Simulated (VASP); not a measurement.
Given:

```
ReSe2
1.0
    3.40969     0.00000     0.00000
   -1.70484     2.95287     0.00000
    0.00000     0.00000    18.60263
Re Se
1 2
Cartesian
  1.70484   0.98429   9.30131
  0.00000   1.96858   7.76001
  0.00000   1.96858  10.84261
```

Level of theory: PBEsol GGA, VASP's PBE PAW potentials (set 64) (plane waves; VASP). Run with 400 eV cut-off, Gaussian smearing of 0.050 eV, potentials Re Se.

The cell holds a wide vacuum, so values per volume refer to the whole cell. Unless said otherwise, spin-orbit coupling is left out, though it shifts the bands of the heavy elements here.

What does the run give for the band gap (along the path) with the smallest direct gap where there is one?

```yaml
band gap (along the path): none (metal, semimetal or under 0.01 eV)
```

The cell is a sheet with vacuum, built from a generated structure.
